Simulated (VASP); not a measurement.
# Be3Se2S: relaxation of cell and atoms with PBE

Be3Se2S:

```
Be Se S
1.0
     4.90039    0.00000    0.00000
     0.00000    4.90039    0.00000
     0.00000    0.00000    4.91935
Be Se S
3 2 1
Direct
  0.00000 0.00000 0.08665
  0.50000 0.50000 0.12015
  0.50000 0.50000 0.68832
  0.50000 0.00000 0.90030
  0.00000 0.50000 0.90030
  0.00000 0.00000 0.72851
```

The cell was built by a generator and needn't be a form met in nature.

* Program: VASP 6.6.1
* Task: relaxation of cell and atoms
* Functional: PBE
* Potentials or basis: VASP PAW PBE potentials, release 64 (Be, Se, S)
* Cutoff: 520 eV
* k mesh: 3 × 3 × 3
* Occupations: gaussian, width 0.15 eV
* Spin: no spin polarisation
* Further INCAR settings: PREC = Normal; ALGO = Fast; EDIFF = 0.0001; IBRION = 2; EDIFFG = -0.08; NSW = 24; ISIF = 3

```
Relaxed volume                         : 16.09 Å³/atom
Relaxed cell                           : a = 4.746 Å, b = 4.746 Å, c = 4.286 Å, α = 90.00°, β = 90.00°, γ = 90.00°
Space group after relaxing (to 0.05 Å) : P4mm (No. 99)
Energy gained by relaxing              : 527.6 meV/atom
Ionic steps                            : 20
Pressure after relaxing                : -0.2 GPa
Largest force after relaxing           : 0.047 eV/Å
Band gap on the k mesh                 : none (metal or under the smearing width)
```

Forces in eV/Å, atoms in the order of the input:
```
Be   0.000  0.000 -0.034
Be   0.000  0.000 -0.020
Be   0.000  0.000  0.028
Se   0.000  0.000  0.036
Se   0.000  0.000  0.036
S    0.000  0.000 -0.047
```

Stress tensor (GPa, compression positive):
```
 0.02  0.00  0.00
 0.00  0.02  0.00
 0.00  0.00 -0.56
```

The path:
| step | energy change (eV) | largest force (eV/Å) | pressure (GPa) | volume (Å³) |
| --- | --- | --- | --- | --- |
| 1 | 0.0000 | 5.4094 | 1.51 | 118.13 |
| 2 | -1.1487 | 1.0513 | -8.08 | 121.31 |
| 3 | -1.1651 | 0.9025 | -8.55 | 121.75 |
| 4 | -2.3336 | 1.1327 | -4.67 | 104.67 |
| 5 | -2.6759 | 0.8002 | 2.53 | 93.00 |
| 6 | -2.6767 | 0.8291 | 1.88 | 93.72 |
| 7 | -2.8463 | 0.6234 | 2.33 | 93.57 |
| 8 | -2.8572 | 1.2640 | 3.07 | 93.45 |
| 9 | -2.9735 | 1.0039 | -0.72 | 98.55 |
| 10 | -2.9736 | 1.0093 | -0.80 | 98.47 |
| 11 | -3.0321 | 0.2956 | -0.92 | 97.96 |
| 12 | -3.0340 | 0.5009 | -0.84 | 97.80 |
| 13 | -3.0581 | 0.5213 | 0.37 | 95.99 |
| 14 | -3.0616 | 0.5222 | 1.37 | 94.66 |
| 15 | -3.0804 | 0.4279 | 1.47 | 94.67 |
| 16 | -3.1125 | 0.4166 | 1.45 | 94.70 |
| 17 | -3.1422 | 0.2979 | 0.46 | 95.94 |
| 18 | -3.1563 | 0.1918 | -0.72 | 97.48 |
| 19 | -3.1637 | 0.1077 | -0.46 | 97.00 |
| 20 | -3.1659 | 0.0469 | -0.18 | 96.54 |

Final structure:
```xyz
6
Lattice="4.7461 0.0000 0.0000 0.0000 4.7461 0.0000 0.0000 0.0000 4.2859" Properties=species:S:1:pos:R:3 pbc="T T T"
Be    0.0000    4.7461    0.2004
Be    2.3731    2.3731    0.7518
Be    2.3731    2.3731    2.8477
Se    2.3731    0.0000    0.0043
Se    0.0000    2.3731    0.0043
S     0.0000    0.0000    2.2956
```

Levels at points of the mesh, in eV from the Fermi level:
```tsv
k point	band 11	band 12	band 13	band 14	band 15	band 16
(0.00, 0.00, 0.00)	-0.75	-0.02	-0.02	0.28	2.56	4.82
```

Run time: 100 s on 1 thread of Intel(R) Xeon(R) Platinum 8259CL CPU @ 2.50GHz (Skylake/Cascade Lake) (shared host), peak memory 0.16 GiB.

Caveat: the k mesh is coarse (spacing up to 0.43 Å⁻¹), so the values aren't converged; the volume moved by over 15 % at a fixed basis, so the end points are rough; the relaxation stopped at a loose force limit of 0.08 eV/Å, so its end isn't a converged minimum.
